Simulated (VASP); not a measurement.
These are PBEsol GGA, VASP's PBE PAW potentials (set 64) (plane waves; VASP 6.6.1) values and carry that method's errors.

Input for VASP

KPOINTS:
```
k-points along high-symmetry lines
12
Line-mode
Reciprocal
  0.000000   0.000000   0.000000 ! GAMMA
 -0.500000  -0.500000  -0.500000 ! T

 -0.500000  -0.500000  -0.500000 ! T
 -0.500000  -0.177114  -0.822886 ! H_2

 -0.177114   0.177114  -0.500000 ! H_0
 -0.000000  -0.000000  -0.500000 ! L

 -0.000000  -0.000000  -0.500000 ! L
  0.000000   0.000000   0.000000 ! GAMMA

  0.000000   0.000000   0.000000 ! GAMMA
 -0.000000   0.338557  -0.338557 ! S_0

 -0.338557  -0.000000  -0.661443 ! S_2
 -0.500000  -0.000000  -0.500000 ! F

 -0.500000  -0.000000  -0.500000 ! F
  0.000000   0.000000   0.000000 ! GAMMA
```

### POSCAR
```
Bi2Se3
1
    9.6014349510    -2.0645357039     0.0007073702
    9.6014349510     2.0645357039     0.0007073702
    9.1572495955     0.0000000000     3.5488932325
Bi Se
2 3
Direct
  0.4001988124   0.4001988124   0.4001988124
  0.5998011876   0.5998011876   0.5998011876
  0.0000000000   0.0000000000   1.0000000000
  0.2114885599   0.2114885599   0.2114885599
  0.7885114401   0.7885114401   0.7885114401
```

### INCAR
```
# general
SYSTEM   =  Bi2Se3
PREC     =  Accurate
ENCUT    =  400   # plane-wave cut-off (eV)
LREAL    =  .FALSE.   # projection in real space or not
LASPH    =  .TRUE.   # aspherical one-centre terms
ICHARG   =  11   # fixed density

# electronic loop
EDIFF    =  1E-7
NELM     =  100   # most electronic steps
ALGO     =  Normal   # blocked Davidson
LMAXMIX  =  4   # l cut-off of mixed one-centre charges

# smearing
ISMEAR   =  0
SIGMA    =  0.05

# functional
GGA      =  PS   # PBEsol

# output
LWAVE    =  .FALSE.
LCHARG   =  .FALSE.
LORBIT   =  11
```

POTCAR, in this order: Bi_d Se (PBE.64 set). Program: vasp_std. Read from the step before: CHGCAR.

Output

OSZICAR:
```
       N       E                     dE             d eps       ncg     rms          rms(c)
DAV:   1     0.431382074619E+03    0.43138E+03   -0.20552E+04  4704   0.149E+03
DAV:   2     0.309344116549E+02   -0.40045E+03   -0.39058E+03  5128   0.401E+02
DAV:   3    -0.164043333601E+02   -0.47339E+02   -0.44998E+02  6112   0.151E+02
DAV:   4    -0.185270117936E+02   -0.21227E+01   -0.20752E+01  5428   0.318E+01
DAV:   5    -0.186319557282E+02   -0.10494E+00   -0.10394E+00  6668   0.661E+00
DAV:   6    -0.186339603994E+02   -0.20047E-02   -0.20017E-02  6240   0.876E-01
DAV:   7    -0.186340347545E+02   -0.74355E-04   -0.74339E-04  6644   0.130E-01
DAV:   8    -0.186340368615E+02   -0.21070E-05   -0.21066E-05  6380   0.182E-02
DAV:   9    -0.186340369413E+02   -0.79762E-07   -0.80362E-07  4500   0.291E-03
   1 F= -.18634037E+02 E0= -.18633665E+02  d E =-.744052E-03
```

OUTCAR:
```
 val. band max:        4.9484114725   @ k =   0.0000   0.0000   0.0000

 cond. band min:       5.0629040223   @ k =   0.0000   0.0000   0.0000



 k-point     1 :       0.0000    0.0000    0.0000
  band No.  band energies     occupation
      1     -18.1115      2.00000
      2     -18.1115      2.00000
      3     -18.1093      2.00000
      4     -18.1093      2.00000
      5     -18.1005      2.00000
      6     -18.0978      2.00000
      7     -18.0893      2.00000
      8     -18.0893      2.00000
      9     -18.0861      2.00000
     10     -18.0861      2.00000
     11      -9.5982      2.00000
     12      -8.8028      2.00000
     13      -7.9978      2.00000
     14      -4.6639      2.00000
     15      -3.8603      2.00000
     16       2.6861      2.00000
     17       2.7694      2.00000
     18       3.0190      2.00000
     19       3.0190      2.00000
     20       3.0957      2.00000
     21       3.0957      2.00000
     22       3.7132      2.00000
     23       3.7132      2.00000
     24       4.9484      1.89456
     25       5.0629      0.10539
     26       6.2673      0.00000
     27       6.2673      0.00000
     28       7.0306      0.00000

 k-point     2 :      -0.0455   -0.0455   -0.0455
  band No.  band energies     occupation
      1     -18.1115      2.00000
      2     -18.1115      2.00000
      3     -18.1093      2.00000
      4     -18.1093      2.00000
      5     -18.1005      2.00000
      6     -18.0978      2.00000
      7     -18.0893      2.00000
      8     -18.0893      2.00000
      9     -18.0861      2.00000
     10     -18.0861      2.00000
     11      -9.5963      2.00000
     12      -8.8104      2.00000
     13      -7.9898      2.00000
     14      -4.6768      2.00000
     15      -3.8486      2.00000
     16       2.6369      2.00000
     17       2.8196      2.00000
     18       3.0139      2.00000
     19       3.0139      2.00000
     20       3.1027      2.00000
     21       3.1027      2.00000
...
```

The density is held fixed in this step, so its total energy and stress have no physical meaning. Without a dispersion term in the relaxation, distances and binding between the weakly bound layers, chains or molecules are unreliable, and so is what depends on them. Unless said otherwise, spin-orbit coupling is left out, though it shifts the bands of the heavy elements here.

The compound is Bi2Se3 in the tetradymite structure. It was relaxed first.
